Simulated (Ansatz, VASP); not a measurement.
# SiTe2 in two plane-wave programs

Wanted: the spread between two codes on one cell, functional and k mesh. The cell is taken from a series of runs on this material, whose earlier steps may have relaxed, scaled, displaced or heated it; both programs get it as it stands.

Method: plane waves, with VASP 6.6.1 beside it; zone-centre phonons at PBEsol, in Ansatz 0.2.0.

## 1. The starting structure

The cell holds 3 atoms: 1 Si and 2 Te. Cell: a = 3.814 Å, b = 3.814 Å, c = 30.424 Å, α = 90.0°, β = 90.0°, γ = 120.0°. Vacuum lies along c.

## 2. Ansatz: zone-centre phonons, PBEsol

Ansatz runs on its PAW soft_1 files.

Second derivatives magnify differences that forces hide, and they need a tight electronic threshold.

input.yaml reads:

```yaml
crystal:
  lattice:
    - [3.8143980082, 0.0, 0.0]
    - [-1.9071990041, 3.3033655753, 0.0]
    - [0.0, 0.0, 30.424]
  atoms:
    - { symbol: Si, position: [0.0, 0.0, 0.328687878] }
    - { symbol: Te, position: [0.3333333333, 0.6666666667, 0.381230601] }
    - { symbol: Te, position: [0.6666666667, 0.3333333333, 0.276145155] }
  periodic: [true, true, false]
kpoints:
  mp_grid: { grid: [15, 15, 1] }
hamiltonian:
  xc: pbesol
  pseudopotentials: { kind: paw, azcp: { folder: soft_1 }, xc_functional: pbe }
scf:
  occupations: { method: methfessel_paxton, width: 0.2 }
output:
  eigenvalues: true
phonons:
  method: dfpt
```

On the command line:

```console
$ ansatz run input.yaml --threads 8 --pin off --max-ram 16384MiB --backend cpu --events-out ev --progress --plain --runs-dir out
```

Numbers of over 12 decimals in the logs are rounded to 6 here.

Output:

```text
Warning: crystal.symmetry: narrowed to the stabiliser of the run's FFT grids — unitary ops 12 → 6. A phonons.method: dfpt run fills in the rows of the dynamical matrix that it does not solve by its symmetry operations, which is exact only for operations that map its FFT grids onto themselves: filled in by any other, the frequencies could depend on the order in which like atoms are typed, or, by more than the grids' own error, on where the crystal sits among the grids' points. Excluded: 6 operations. The run can therefore solve more perturbations, solve them on more k-points, or both, and cost more. [rest of the remark cut]
Engine: ansatz 0.2.0, aarch64-unknown-linux-gnu
Pseudopotentials: kind: paw
Pseudopotential: Si, paw, valence charge 4, recommended cutoff 420 eV (normal), soft_1/Si.paw.azcp
Pseudopotential: Te, paw, valence charge 16, recommended cutoff 420 eV (normal), soft_1/Te.paw.azcp
Functional definition: PBEsol
  exchange = pbesol_x
  correlation = pbesol_c
Crystal: 3 atoms, lattice volume = 383.353 Å³
Basis set: ecut = 420 eV, 7505 PW (Γ), exchange–correlation on 54×54×432 points (8 copies of the dense FFT grid, shifted against one another)
Bands: 22, of which v1, the nominal top of the filled ones, is band 18 counted from 1 (17 counted from 0)
Symmetry: 12 space group operations
k-points: 64 of 225 (irreducible under 2 space group operations, time reversal used)
Non-local potential: Si, projectors of the file, l = 0: 2, l = 1: 2, l = 2: 1
Non-local potential: Te, projectors of the file, l = 0: 2, l = 1: 2, l = 2: 2, l = 3: 1
PAW form: soft (Blöchl's): semilocal exchange-correlation on the pseudo side does not see the compensation charge
PAW frozen core: Si, regenerated for the run's functional, and the local potential with it (the file was generated under x = pbe(κ = 0.804, μ = 0.219515), c = pbe(β = 0.066725))
PAW frozen core: Te, regenerated for the run's functional, and the local potential with it (the file was generated under x = pbe(κ = 0.804, μ = 0.219515), c = pbe(β = 0.066725))
PAW one-centre angular grid: Si, 110 points (default); XC on 64 Gauss nodes
PAW one-centre angular grid: Te, 590 points (default); XC on 64 Gauss nodes
Initial density: superposition of atomic densities (neutral atoms: chi_scale 0, normalization atom)
Initial wavefunctions: pseudopotential atomic-orbital guess
Functional: x = pbesol(κ = 0.804, μ = 0.123457), c = pbesol(β = 0.046)
iter 1 solved again at ethr=1.32e-3 eV; its pass at ethr=3.10e-3 eV (dr2=4.76e-1 eV) is discarded
SCF iter   1: F=—  HF=-14424.639297 eV  |F-HF|=—  |Δ(HF+E_count)|=         —  Δρ=9.54e-3  dr2=4.88e-1  ethr=1.32e-3  ⟨swp⟩=1.7  Hψ=13948  notcnv=0
preconditioner: auto → LDOS  [metal: Δε(μ)=0.008 eV  Ē_g=8.442 eV  σ=0.200 eV  W_gap=0.04  n_scr=16 (ndim 8)  ℏωp=7.6 eV  f_vac=0.748  D(μ)=1.56/eV (n_scr^D=8)  β→1.0]
SCF iter   2: F=—  HF=-14424.558254 eV  |F-HF|=—  |Δ(HF+E_count)|=   8.10e-2  S|Δr|=    0.00e0  Δρ=3.04e-3  dr2=1.07e-1  ethr=1.32e-3  ⟨swp⟩=4.1  Hψ=3292  notcnv=0
SCF iter   3: F=—  HF=-14424.543144 eV  |F-HF|=—  |Δ(HF+E_count)|=   1.51e-2  S|Δr|=    0.00e0  Δρ=1.54e-3  dr2=1.97e-2  ethr=2.98e-4  ⟨swp⟩=3.8  Hψ=3998  notcnv=0
SCF iter   4: F=—  HF=-14424.538738 eV  |F-HF|=—  |Δ(HF+E_count)|=   4.41e-3  S|Δr|=    0.00e0  Δρ=2.86e-4  dr2=8.59e-4  ethr=5.48e-5  ⟨swp⟩=3.3  Hψ=3109  notcnv=0
SCF iter   5: F=—  HF=-14424.538597 eV  |F-HF|=—  |Δ(HF+E_count)|=   1.41e-4  S|Δr|=    0.00e0  Δρ=7.51e-5  dr2=4.06e-5  ethr=2.39e-6  ⟨swp⟩=3.8  Hψ=3151  notcnv=0
SCF iter   6: F=—  HF=-14424.538588 eV  |F-HF|=—  |Δ(HF+E_count)|=   9.10e-6  S|Δr|=    0.00e0  Δρ=1.27e-5  dr2=7.68e-7  ethr=1.13e-7  ⟨swp⟩=3.8  Hψ=3619  notcnv=0
SCF iter   7: F=—  HF=-14424.538631 eV  |F-HF|=—  |Δ(HF+E_count)|=   4.33e-5  S|Δr|=    0.00e0  Δρ=2.32e-6  dr2=2.10e-8  ethr=2.13e-9  ⟨swp⟩=3.0  Hψ=2935  notcnv=0
SCF iter   8: F=—  HF=-14424.538631 eV  |F-HF|=—  |Δ(HF+E_count)|=   6.65e-8  S|Δr|=    0.00e0  Δρ=3.96e-7  dr2=5.43e-10  ethr=5.82e-11  ⟨swp⟩=3.5  Hψ=3251  notcnv=0
SCF iter   9: F=—  HF=-14424.538631 eV  |F-HF|=—  |Δ(HF+E_count)|=   8.21e-9  S|Δr|=    0.00e0  Δρ=7.34e-8  dr2=2.85e-11  ethr=1.51e-12  ⟨swp⟩=3.5  Hψ=3239  notcnv=0
SCF iter  10: F=-14424.538631 eV  HF=-14424.538631 eV  |F-HF|=3.27e-11  |Δ(HF+E_count)|=  8.55e-10  S|Δr|=    0.00e0  Δρ=8.06e-9  dr2=2.96e-13  ethr=1.00e-12  ⟨swp⟩=15.1  Hψ=11233  notcnv=0
SCF 1 converged in 10 iterations: F = -14424.538631 eV  dr2 = 2.96e-13
  greatest PAW one-centre occupation: 0.998 electrons in one spin orbital (limit 2), on the Te atom at site 2 (counted from 0), in its partial waves of l = 2
DFPT response loops at Γ: preconditioner auto → none (partly filled bands, converged f_vac=0.752); β = 0.50; Broyden in place of MSR1
SCF converged after 10 iterations
Stability not checked: this state was not tested for a lower state beside it, because cold or Methfessel-Paxton smearing, or corrected tetrahedra, fill the levels in a way that the test cannot read (fill_not_monotonic; see scf.lower_state_search)
Free energy (F): -14424.538631 eV
Harris-Foulkes:  -14424.538631 eV  (|F-HF|=3.27e-11)
Internal energy: -14424.538150 eV  (E = F + TS)
E sigma→0 (E₀):  -14424.538511 eV
Entropy (-TS):   -0.000481 eV (-0.160 meV/atom)
Fermi energy:    -5.056543 eV
--- Per-component energies (eV) ---
  E_band       = -992.743446
  E_kinetic    = 385.868255
  E_local      = -57031.457593  (includes V_loc(G=0)·N_el)
  E_nonlocal   = 157.726126
  E_hartree    = 28269.943274
  E_xc         = -298.736722
  E_vxc        = -251.303418  (∫ρ·V_xc dr)
  E_paw        = -9684.239976  (= ΣΔE_a)
  E_vpaw       = -793.463609  (= ΣTr[D̂ρ^β])
  E_aug_tail   = 0.000213  (compensation charges beyond the density's cutoff)
  E_ewald      = 23775.577090
  E_core_change = 0.781183  (= ΣΔE_core)
  E_smearing   = -0.000481  (= −TS)
  E_closure    = 0.000000  (closes the sum)
  Σ components = -14424.538631   (vs F -14424.538631, Δ=0.00e0)
--- Band table (eV; the first three rows and the last of 64) ---
  k-point 0: bands = [... 14 lower, -5.6440, -5.6440, -5.0582, -5.0582, -3.7732, -2.0973, -1.7546, -1.7546]
  k-point 1: bands = [... 14 lower, -6.3039, -5.9052, -5.3556, -4.9174, -3.3411, -1.9911, -1.6874, -1.6381]
  k-point 2: bands = [... 14 lower, -6.6229, -6.3523, -6.0728, -4.8248, -3.1133, -2.0305, -1.4649, -0.8933]
  k-point 63: bands = [... 14 lower, -8.8249, -7.9601, -6.8844, -5.7452, -3.8118, -1.8603, -0.5453, 0.0139]
--- Phonons (Γ-DFPT): 6 representative perturbations + reference, on 64 of 225 k-points (Σ response iterations 22) ---
  ASR residual: 3.418e-5 → 0.000e0 eV/Å²; symmetrization residual: 1.084e-5 eV/Å²
  The last average, over the group as it would stand without the narrowing to the FFT grids, took up to 8.322e-7 eV/Å² of the zone centre's force constants
  ASR residual per site (eV/Å²): 3.42e-5 1.17e-5 1.05e-5
  Γ frequencies (cm⁻¹): 0.00 0.00 0.00 79.34 79.34 144.26 198.70 198.70 305.90
  non-analytic LO–TO correction: not included (Born effective charges unavailable; polar crystals: no LO–TO splitting at Γ)
```

[end of part 1 of 2]

[Lines on the potential files, build, host, timing and source positions are cut from VASP's logs without a mark.]

[Logs are printed without paths, hosts, clocks, repeated set-up lines and the standing remarks that a program may print on its own settings, such as how far it seeks lower states.]

[Hosts, paths, dates, database ids (printed as entryN), source tags and the programs' standing remarks are cut or masked in the printed files.]
